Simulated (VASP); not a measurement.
# Sr2SO (P4/mmm) in VASP: settings compared, part 2 of 2

VASP 6.6.1.

## Step 3: Single point, HSE(alpha, omega)

POSCAR

```
Sr2SO
1.0
    4.0432370000      0.0000000000      0.0000000000
    0.0000000000      4.0432370000      0.0000000000
    0.0000000000      0.0000000000      5.7180000000
Sr S O
2 1 1
Direct
    0.5000000000      0.5000000000      0.5000000000
    0.0000000000      0.0000000000      0.0000000000
    0.0000000000      0.0000000000      0.5000000000
    0.5000000000      0.5000000000      0.0000000000
```

INCAR.step1

```
SYSTEM = Sr2SO
PREC     = Accurate       ! precision mode
ENCUT    = 520            ! plane-wave cutoff, eV
EDIFF    = 1E-5           ! SCF threshold, eV
ISMEAR   = -1             ! smearing method
SIGMA    = 0.05           ! smearing width, eV
LREAL    = .FALSE.        ! projectors in reciprocal space
LASPH    = .TRUE.         ! aspherical terms in the spheres
NELM     = 80             ! most SCF steps
ALGO     = Normal         ! electronic algorithm
ISIF     = 2              ! what is computed and relaxed
LWAVE    = .TRUE.         ! write WAVECAR
LCHARG   = .FALSE.        ! write CHGCAR
NBANDS   = 24             ! bands
GGA      = PE             ! functional
```

INCAR.step2

```
SYSTEM = Sr2SO
PREC     = Accurate       ! precision mode
ENCUT    = 520            ! plane-wave cutoff, eV
EDIFF    = 1E-7           ! SCF threshold, eV
ISMEAR   = -1             ! smearing method
SIGMA    = 0.05           ! smearing width, eV
LREAL    = .FALSE.        ! projectors in reciprocal space
LASPH    = .TRUE.         ! aspherical terms in the spheres
NELM     = 80             ! most SCF steps
ALGO     = Normal         ! electronic algorithm
ISIF     = 2              ! what is computed and relaxed
LWAVE    = .FALSE.        ! write WAVECAR
LCHARG   = .FALSE.        ! write CHGCAR
GGA      = PE             ! functional
LHFCALC  = .TRUE.         ! exact exchange
HFSCREEN = 0.2            ! screening, 1/A
AEXX     = 0.25           ! exact-exchange fraction
PRECFOCK = Fast         
NBANDS   = 24             ! bands
ISTART   = 1
```

KPOINTS

```
regular mesh
0
G
  4 4 3
  0 0 0
```

Potentials or basis: VASP PAW PBE potentials, release 64 (Sr_sv, S, O).

On the command line:

```bash
cat potpaw_PBE.64/Sr_sv/POTCAR potpaw_PBE.64/S/POTCAR potpaw_PBE.64/O/POTCAR > POTCAR
cp INCAR.step1 INCAR
mpirun -np 1 vasp_std > vasp.out
cp INCAR.step2 INCAR
mpirun -np 1 vasp_std > vasp.out
```

OUTCAR:

```text
SYSTEM = Sr2SO
   PREC = Accurate
   ENCUT = 520
   EDIFF = 1E-7
   ISMEAR = -1
   LREAL = .FALSE.
   LASPH = .TRUE.
   NELM = 80
   ISIF = 2
   GGA = PE
   LHFCALC = .TRUE.
   HFSCREEN = 0.2
   AEXX = 0.25
   PRECFOCK = Fast
   ISTART = 1

 ion  position               nearest neighbor table
[... 522 lines left out ...]

  FORCE on cell =-STRESS in cart. coord.  units (eV):
  Direction    XX          YY          ZZ          XY          YZ          ZX
  --------------------------------------------------------------------------------------
  -------------------------------------------------------------------------------------
  Total       -0.6031773     -0.6031773     -0.5198179      0.0000000      0.0000000     -0.0000000
  in kB      -10.3383927    -10.3383927     -8.9096215      0.0000000      0.0000000     -0.0000000
  external PRESSURE =      -9.8621356 kB  Pullay stress =       0.0000000 kB

 VOLUME and BASIS-vectors are now :
 -----------------------------------------------------------------------------
  energy-cutoff  :      520.00
  volume of cell :       93.48
      direct lattice vectors                 reciprocal lattice vectors
     4.043237000  0.000000000  0.000000000     0.247326585  0.000000000  0.000000000
     0.000000000  4.043237000  0.000000000     0.000000000  0.247326585  0.000000000
     0.000000000  0.000000000  5.718000000     0.000000000  0.000000000  0.174886324

 POSITION                                       TOTAL-FORCE (eV/Angst)
 -----------------------------------------------------------------------------------
      2.02162      2.02162      2.85900         0.000000      0.000000      0.000000
      0.00000      0.00000      0.00000         0.000000      0.000000      0.000000
      0.00000      0.00000      2.85900         0.000000      0.000000      0.000000
      2.02162      2.02162      0.00000         0.000000      0.000000      0.000000
 -----------------------------------------------------------------------------------
    total drift:                               -0.000003     -0.000004      0.000000

  FREE ENERGIE OF THE ION-ELECTRON SYSTEM (eV)
  ---------------------------------------------------
  free  energy   TOTEN  =       -24.6535003990 eV

  energy  without entropy=      -24.6535003990  energy(sigma->0) =      -24.65350040
```

OSZICAR.step1:

```text
N       E                     dE             d eps       ncg     rms          rms(c)
DAV:   1     0.175051982155E+03    0.17505E+03   -0.15582E+04   576   0.124E+03
DAV:   2    -0.109878775494E+02   -0.18604E+03   -0.17442E+03   744   0.257E+02
DAV:   3    -0.235114587457E+02   -0.12524E+02   -0.12436E+02   896   0.602E+01
DAV:   4    -0.239484029674E+02   -0.43694E+00   -0.43651E+00   880   0.929E+00
DAV:   5    -0.239536294241E+02   -0.52265E-02   -0.52263E-02   800   0.105E+00    0.230E+01
DAV:   6    -0.214846768678E+02    0.24690E+01   -0.13743E+01   672   0.159E+01    0.198E+01
DAV:   7    -0.212188249973E+02    0.26585E+00   -0.17060E+00   688   0.641E+00    0.123E+01
DAV:   8    -0.212133647108E+02    0.54603E-02   -0.32001E-01   744   0.376E+00    0.879E-01
DAV:   9    -0.212117233953E+02    0.16413E-02   -0.32784E-02   776   0.973E-01    0.336E-01
DAV:  10    -0.212134783654E+02   -0.17550E-02   -0.40627E-03   720   0.352E-01    0.174E-01
DAV:  11    -0.212141261760E+02   -0.64781E-03   -0.18239E-03   744   0.210E-01    0.765E-02
DAV:  12    -0.212141689418E+02   -0.42766E-04   -0.43423E-04   712   0.109E-01    0.450E-02
DAV:  13    -0.212141584647E+02    0.10477E-04   -0.44210E-05   704   0.358E-02    0.226E-02
DAV:  14    -0.212141586324E+02   -0.16772E-06   -0.16969E-05   576   0.178E-02
   1 F= -.21214159E+02 E0= -.21214159E+02  d E =-.624122E-10
```

Run time: 18 min. Hardware: 1 thread of Intel Xeon Platinum 8488C (Sapphire Rapids), shared host; peak memory 0.33 GiB.

What came out:

* Free energy: -24.6535 eV
* Pressure: -1.0 GPa
* Band gap on the k mesh: 3.42 eV, direct

Stress tensor (GPa, compression positive):
```
-1.03  0.00  0.00
 0.00 -1.03  0.00
 0.00  0.00 -0.89
```

Levels at points of the mesh, in eV from the valence-band top:
| k point | band 13 | band 14 | band 15 | band 16 | band 17 | band 18 | band 19 | band 20 |
| --- | --- | --- | --- | --- | --- | --- | --- | --- |
| (0.00, 0.00, 0.00) | -0.58 | -0.02 | 0.00 | 0.00 | 3.42 | 4.19 | 6.02 | 6.02 |
| (0.50, 0.00, 0.00) | -1.28 | -1.27 | -0.59 | -0.46 | 5.67 | 6.75 | 7.12 | 7.27 |
| (0.50, 0.50, 0.00) | -0.79 | -0.30 | -0.30 | -0.18 | 3.64 | 3.64 | 6.96 | 7.84 |

Caveat: the PAW data sets were made with another functional, which shifts forces and pressure a little; an odd mesh through Γ misses points on the zone boundary, where band edges often lie.

## Step 4: Single point, HSE(alpha, omega)

POSCAR is that of step 3.

INCAR.step1 is that of step 3.

INCAR.step2, as its differences from that of step 3:

```diff
@@ -16,3 +16,3 @@
 HFSCREEN = 0.2            ! screening, 1/A
-AEXX     = 0.25           ! exact-exchange fraction
+AEXX     = 0.3            ! exact-exchange fraction
 PRECFOCK = Fast
```

KPOINTS is that of step 3.

Potentials or basis: VASP PAW PBE potentials, release 64 (Sr_sv, S, O).

On the command line:

```bash
cat potpaw_PBE.64/Sr_sv/POTCAR potpaw_PBE.64/S/POTCAR potpaw_PBE.64/O/POTCAR > POTCAR
cp INCAR.step1 INCAR
mpirun -np 1 vasp_std > vasp.out
cp INCAR.step2 INCAR
mpirun -np 1 vasp_std > vasp.out
```

OUTCAR:

```text
SYSTEM = Sr2SO
   PREC = Accurate
   ENCUT = 520
   EDIFF = 1E-7
   ISMEAR = -1
   LREAL = .FALSE.
   LASPH = .TRUE.
   NELM = 80
   ISIF = 2
   GGA = PE
   LHFCALC = .TRUE.
   HFSCREEN = 0.2
   AEXX = 0.3
   PRECFOCK = Fast
   ISTART = 1

 ion  position               nearest neighbor table
   1  0.500  0.500  0.500-   4 2.86   4 2.86   3 2.86   3 2.86   3 2.86   3 2.86   2 4.04   2 4.04
                             2 4.04   2 4.04   2 4.04   2 4.04   2 4.04   2 4.04
   2  0.000  0.000  0.000-   3 2.86   3 2.86   4 2.86   4 2.86   4 2.86   4 2.86   1 4.04   1 4.04
                             1 4.04   1 4.04   1 4.04   1 4.04   1 4.04   1 4.04
   3  0.000  0.000  0.500-   2 2.86   2 2.86   1 2.86   1 2.86   1 2.86   1 2.86
   4  0.500  0.500  0.000-   1 2.86   1 2.86   2 2.86   2 2.86   2 2.86   2 2.86

  LATTYP: Found a simple tetragonal cell.
 ALAT       =     4.0432370000
 C/A-ratio  =     1.4142134137

  Lattice vectors:

 A1 = (   4.0432370000,   0.0000000000,   0.0000000000)
 A2 = (   0.0000000000,   4.0432370000,   0.0000000000)
[... 171 lines left out ...]
  free energy    TOTEN  =       -25.36267718 eV

  energy without entropy =      -25.36267718  energy(sigma->0) =      -25.36267718

 E-fermi :   1.9519     XC(G=0):  -7.2500

 val. band max:        0.7424369292   @ k =   0.0000   0.0000   0.0000
 cond. band min:       4.4134546961   @ k =   0.0000   0.0000   0.0000
 fundamental gap:      3.6710177669
 Fermi energy:         1.9518656822

 k-point     1 :       0.0000    0.0000    0.0000
  band No.  band energies     occupation
      1     -35.2984      2.00000
      2     -35.2333      2.00000
      3     -16.1109      2.00000
      4     -15.8453      2.00000
      5     -15.8453      2.00000
      6     -15.6752      2.00000
[... 313 lines left out ...]
     23      10.0928      0.00000
     24      11.2946      0.00000

------------------------ aborting loop because EDIFF is reached ----------------------------------------

  FORCE on cell =-STRESS in cart. coord.  units (eV):
  Direction    XX          YY          ZZ          XY          YZ          ZX
  --------------------------------------------------------------------------------------
  -------------------------------------------------------------------------------------
  Total       -0.7220496     -0.7220496     -0.6372608      0.0000000      0.0000000      0.0000000
  in kB      -12.3758513    -12.3758513    -10.9225804      0.0000000      0.0000000      0.0000000
  external PRESSURE =     -11.8914277 kB  Pullay stress =       0.0000000 kB

 VOLUME and BASIS-vectors are now :
 -----------------------------------------------------------------------------
  energy-cutoff  :      520.00
  volume of cell :       93.48
      direct lattice vectors                 reciprocal lattice vectors
     4.043237000  0.000000000  0.000000000     0.247326585  0.000000000  0.000000000
     0.000000000  4.043237000  0.000000000     0.000000000  0.247326585  0.000000000
     0.000000000  0.000000000  5.718000000     0.000000000  0.000000000  0.174886324

 POSITION                                       TOTAL-FORCE (eV/Angst)
 -----------------------------------------------------------------------------------
      2.02162      2.02162      2.85900         0.000000      0.000000      0.000000
      0.00000      0.00000      0.00000         0.000000      0.000000      0.000000
      0.00000      0.00000      2.85900         0.000000      0.000000      0.000000
      2.02162      2.02162      0.00000         0.000000      0.000000      0.000000
 -----------------------------------------------------------------------------------
    total drift:                                0.000000      0.000000      0.000001

  FREE ENERGIE OF THE ION-ELECTRON SYSTEM (eV)
  ---------------------------------------------------
  free  energy   TOTEN  =       -25.3626771776 eV

  energy  without entropy=      -25.3626771776  energy(sigma->0) =      -25.36267718
```

OUTCAR.step1:

```text
SYSTEM = Sr2SO
   PREC = Accurate
   ENCUT = 520
   EDIFF = 1E-5
   ISMEAR = -1
   LREAL = .FALSE.
[... 541 lines left out ...]
      0.00000      0.00000      0.00000         0.000000      0.000000      0.000000
      0.00000      0.00000      2.85900         0.000000      0.000000      0.000000
      2.02162      2.02162      0.00000         0.000000      0.000000      0.000000
 -----------------------------------------------------------------------------------
    total drift:                                0.000000      0.000000     -0.000000

  FREE ENERGIE OF THE ION-ELECTRON SYSTEM (eV)
  ---------------------------------------------------
  free  energy   TOTEN  =       -21.2141586324 eV

  energy  without entropy=      -21.2141586323  energy(sigma->0) =      -21.21415863
```

OSZICAR.step1:

```text
N       E                     dE             d eps       ncg     rms          rms(c)
DAV:   1     0.175051982155E+03    0.17505E+03   -0.15582E+04   576   0.124E+03
DAV:   2    -0.109878775494E+02   -0.18604E+03   -0.17442E+03   744   0.257E+02
DAV:   3    -0.235114587457E+02   -0.12524E+02   -0.12436E+02   896   0.602E+01
DAV:   4    -0.239484029674E+02   -0.43694E+00   -0.43651E+00   880   0.929E+00
DAV:   5    -0.239536294241E+02   -0.52265E-02   -0.52263E-02   800   0.105E+00    0.230E+01
DAV:   6    -0.214846768678E+02    0.24690E+01   -0.13743E+01   672   0.159E+01    0.198E+01
DAV:   7    -0.212188249973E+02    0.26585E+00   -0.17060E+00   688   0.641E+00    0.123E+01
DAV:   8    -0.212133647108E+02    0.54603E-02   -0.32001E-01   744   0.376E+00    0.879E-01
DAV:   9    -0.212117233953E+02    0.16413E-02   -0.32784E-02   776   0.973E-01    0.336E-01
DAV:  10    -0.212134783654E+02   -0.17550E-02   -0.40627E-03   720   0.352E-01    0.174E-01
DAV:  11    -0.212141261760E+02   -0.64781E-03   -0.18239E-03   744   0.210E-01    0.765E-02
DAV:  12    -0.212141689418E+02   -0.42766E-04   -0.43423E-04   712   0.109E-01    0.450E-02
DAV:  13    -0.212141584647E+02    0.10477E-04   -0.44210E-05   704   0.358E-02    0.226E-02
DAV:  14    -0.212141586324E+02   -0.16772E-06   -0.16969E-05   576   0.178E-02
   1 F= -.21214159E+02 E0= -.21214159E+02  d E =-.624122E-10
```

It took 25 min on 1 thread of Intel Xeon Platinum 8488C (Sapphire Rapids), shared host; peak memory 0.33 GiB.

What came out:

* Free energy: -25.3627 eV
* Pressure: -1.2 GPa
* Band gap on the k mesh: 3.67 eV, direct

Caveat: the PAW data sets were made with another functional, which shifts forces and pressure a little; an odd mesh through Γ misses points on the zone boundary, where band edges often lie.

## Step 5: Summary

```tsv
share of exact exchange	gap on the mesh (eV)	pressure (GPa)
0.2	3.16	-0.8
0.25	3.42	-1.0
0.3	3.67	-1.2
```

Alike in all rows: task single point; level HSE(alpha, omega); potentials or basis VASP PAW PBE potentials, release 64 (Sr_sv, S, O); no spin polarisation; cell as given; k mesh 4 × 4 × 3; cutoff (eV) 520; smearing fermi-dirac 0.05 eV.

On the cell as given the gap runs from 3.16 eV (HSE(alpha, omega)) to 3.67 eV (HSE(alpha, omega)).

Caveats: the PAW data sets were made with another functional, which shifts forces and pressure a little; an odd mesh through Γ misses points on the zone boundary, where band edges often lie.

Absolute energies hang on the potentials; compare differences alone.
